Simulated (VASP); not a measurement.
Bulk modulus of diamond and zinc-blende semiconductors: measurement against PBEsol

Computed values from VASP (plane waves, PAW); cells keep the symmetry of their structure type. Static lattice, from a third-order Birch-Murnaghan fit over five volumes at each level.

Here x stands for PBEsol B0 and y for measured B0.

| solid | PBEsol B0 (GPa) | measured B0 (GPa) | cut-off (eV) | basis of the measured value |
|---|---|---|---|---|
| Sn | 40.8 | 42.8 | 520 | 0 K, zero-point corrected |
| Ge | 67.3 | 77.3 | 520 | 0 K, zero-point corrected |
| GaAs | 69.2 | 76.7 | 520 | 0 K, zero-point corrected |
| AlAs | 72.2 | 75.0 | 520 | 0 K, zero-point corrected |
| GaP | 84.7 | 89.6 | 520 | 0 K, zero-point corrected |
| C | 450.2 | ? | 520 | 0 K, zero-point corrected |

Task: Fit y against x with a straight line, and predict the withheld value at x = 450.2.

Result: With u = x - 67, the rows have u = -26.200, 0.300, 2.200, 5.200, 17.700. Means: u -0.16000, y 72.28. About the means, the sum of products is 1104.3 and the sum of squares of u is 1031.6; the slope is their ratio. Least squares gives y = 72.45 + 1.0705·u. Residuals (row less fit): -1.60, 4.53, 1.89, -3.02, -1.80; standard error 3.61 (degrees of freedom: 3). The slope is 1.07 with a standard error of 0.11. Before the fit, PBEsol less measured has mean -5.44, mean absolute 5.44 and median absolute 4.90 GPa over these 5 rows. At the withheld row, u = 383.200, so y = 72.45 + 1.0705 × 383.200 = 482.67 GPa. The measured value is 454.7 GPa, 27.97 GPa below the prediction (6.8 % of the range of y in the table). The row lies outside the fitted rows, so this is an extrapolation. From the scatter of the fitted rows alone, a prediction at this place has a standard error of 43.22 GPa, so the miss is 0.6 times that.

Plain PBEsol misses this row by -4.5 GPa. Sn is here grey tin, stable below 13 °C. The rows are a random draw of 6 from the 13 solids that have both values on this basis (zero-point corrected by the source), of 27 computed in this series. Not drawn: V to Ni and open 4f shells, rows kept for tests, unfit runs, cells that left their space group, values derived or compiled from fits, values whose temperature is given only as extrapolated, encyclopaedia, home-page and unnamed sources, sources from 2025 on. Measured values as quoted by these papers, many of them computational: Sn Daniel Mejia-Rodriguez et al., Physical Review B (2018), arXiv:1807.09216; Ge Tanner et al., (2021), arXiv:2110.11888; GaAs Daniel Mejia-Rodriguez et al., Physical Review B (2018), arXiv:1807.09216; AlAs Daniel Mejia-Rodriguez et al., Physical Review B (2018), arXiv:1807.09216; GaP Daniel Mejia-Rodriguez et al., Physical Review B (2018), arXiv:1807.09216; C Daniel Mejia-Rodriguez et al., Physical Review B (2018), arXiv:1807.09216.
